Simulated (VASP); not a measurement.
Output of a VASP run:

OSZICAR:
```
       N       E                     dE             d eps       ncg     rms          rms(c)
DAV:   1     0.227329130161E+03    0.22733E+03   -0.14760E+04  7680   0.184E+03
DAV:   2    -0.282551406481E+02   -0.25558E+03   -0.25422E+03  7864   0.516E+02
DAV:   3    -0.373985866994E+02   -0.91434E+01   -0.91301E+01 10344   0.111E+02
DAV:   4    -0.375491157607E+02   -0.15053E+00   -0.15054E+00  9928   0.140E+01
DAV:   5    -0.375524672939E+02   -0.33515E-02   -0.33511E-02 11872   0.138E+00    0.199E+01
DAV:   6    -0.298265264028E+02    0.77259E+01   -0.33316E+01  8272   0.744E+01    0.110E+01
DAV:   7    -0.299793800402E+02   -0.15285E+00   -0.20047E+00  8272   0.175E+01    0.462E+00
DAV:   8    -0.301043032887E+02   -0.12492E+00   -0.31038E-01 13240   0.367E+00    0.342E+00
DAV:   9    -0.301322637089E+02   -0.27960E-01   -0.63680E-02  9664   0.141E+00    0.304E+00
DAV:  10    -0.301406063600E+02   -0.83427E-02   -0.16536E-01 10128   0.349E+00    0.121E+00
DAV:  11    -0.301452879487E+02   -0.46816E-02   -0.98869E-03  9264   0.109E+00    0.491E-01
DAV:  12    -0.301452732005E+02    0.14748E-04   -0.19666E-03 11760   0.446E-01    0.386E-01
DAV:  13    -0.301450513219E+02    0.22188E-03   -0.53770E-04  9152   0.267E-01    0.901E-02
DAV:  14    -0.301449795855E+02    0.71736E-04   -0.30285E-04  9912   0.113E-01    0.996E-02
DAV:  15    -0.301450268755E+02   -0.47290E-04   -0.26826E-05  8512   0.696E-02    0.465E-02
DAV:  16    -0.301450109261E+02    0.15949E-04   -0.86398E-06 11952   0.228E-02    0.711E-03
DAV:  17    -0.301450068484E+02    0.40777E-05   -0.95579E-07  9560   0.701E-03    0.269E-03
DAV:  18    -0.301450089721E+02   -0.21237E-05   -0.10888E-07  4400   0.429E-03    0.201E-03
DAV:  19    -0.301450102612E+02   -0.12892E-05   -0.29714E-08  4176   0.134E-03    0.121E-03
DAV:  20    -0.301450096392E+02    0.62204E-06   -0.12370E-08  4024   0.814E-04    0.221E-04
DAV:  21    -0.301450096704E+02   -0.31147E-07   -0.23891E-09  4000   0.389E-04
   1 F= -.30145010E+02 E0= -.30145010E+02  d E =0.000000E+00  mag=     0.0000
       N       E                     dE             ncg
```

File OUTCAR:
```
------------------------ aborting loop because EDIFF is reached ----------------------------------------
  FORCE on cell =-STRESS in cart. coord.  units (eV):
  Direction    XX          YY          ZZ          XY          YZ          ZX
  --------------------------------------------------------------------------------------
  Total       -0.0082958     -0.0082958     -0.0082958      0.0000000      0.0000000     -0.0000000
  in kB       -0.5083934     -0.5083934     -0.5083934      0.0000000      0.0000000     -0.0000000
  external PRESSURE =      -0.5083934 kB  Pullay stress =       0.0000000 kB
  volume of cell :       26.14
      direct lattice vectors                 reciprocal lattice vectors
     2.967952828  0.000000000  0.000000000     0.336932579  0.000000000  0.000000000
     0.000000000  2.967952828  0.000000000     0.000000000  0.336932579  0.000000000
     0.000000000  0.000000000  2.967952828     0.000000000  0.000000000  0.336932579
 POSITION                                       TOTAL-FORCE (eV/Angst)
 -----------------------------------------------------------------------------------
      0.00000      0.00000      0.00000         0.000000      0.000000      0.000000
      1.48398      1.48398      1.48398        -0.000000     -0.000000     -0.000000
 -----------------------------------------------------------------------------------
    total drift:                                0.000000      0.000000     -0.000000
  FREE ENERGIE OF THE ION-ELECTRON SYSTEM (eV)
  ---------------------------------------------------
  free  energy   TOTEN  =       -30.1450096704 eV

  energy  without entropy=      -30.1450096704  energy(sigma->0) =      -30.14500967

 total charge

# of ion       s       p       d       tot
------------------------------------------
    1        0.653   6.352   4.062  11.067
    2        0.653   6.352   4.062  11.067
--------------------------------------------------
tot          1.307  12.703   8.123  22.133

 magnetization (x)

# of ion       s       p       d       tot
------------------------------------------
    1        0.097   0.044   2.581   2.722
    2       -0.097  -0.044  -2.581  -2.722
--------------------------------------------------
tot          0.000  -0.000   0.000  -0.000
```
(Selected blocks of OUTCAR.)

POSCAR:
```
Cr
1
    2.9679528283     0.0000000000     0.0000000000
    0.0000000000     2.9679528283     0.0000000000
    0.0000000000     0.0000000000     2.9679528283
Cr
2
Direct
  0.0000000000   0.0000000000   0.0000000000
  0.5000000000   0.5000000000   0.5000000000
```

### Question
Write an INCAR and KPOINTS that could have produced this output.

### Answer
Several could match; the one computed here: the input of the run itself, r2SCAN meta-GGA, plane waves, VASP's PBE PAW potentials (set 64).

File KPOINTS_OPT:
```
k-points along high-symmetry lines
10
Line-mode
Reciprocal
  0.000000   0.000000   0.000000 ! GAMMA
  0.000000   0.500000   0.000000 ! X

  0.000000   0.500000   0.000000 ! X
  0.500000   0.500000   0.000000 ! M

  0.500000   0.500000   0.000000 ! M
  0.000000   0.000000   0.000000 ! GAMMA

  0.000000   0.000000   0.000000 ! GAMMA
  0.500000   0.500000   0.500000 ! R

  0.500000   0.500000   0.500000 ! R
  0.000000   0.500000   0.000000 ! X

  0.500000   0.500000   0.500000 ! R
  0.500000   0.500000   0.000000 ! M
```

### INCAR
```
ALGO = Normal
EDIFF = 1E-7
ENCUT = 520
ISIF = 2
ISMEAR = -5
ISPIN = 2
LASPH = T
LCHARG = F
LMAXMIX = 4
LMIXTAU = T
LORBIT = 11
LREAL = F
LWAVE = F
MAGMOM = 2.7 -2.7
METAGGA = R2SCAN
NEDOS = 601
NELM = 100
PREC = Accurate
SYSTEM = Cr
```

**KPOINTS**
```
Regular mesh
0
gamma
  14 14 14
0 0 0
```

POTCAR, in this order: Cr_pv (PBE.64 set). Program: vasp_std.

For a metal the tetrahedron method with Blöchl corrections gives inexact stress and forces.

The compound is Cr in the bcc, AFM order structure. It was relaxed first, which changed the volume by +9 %.
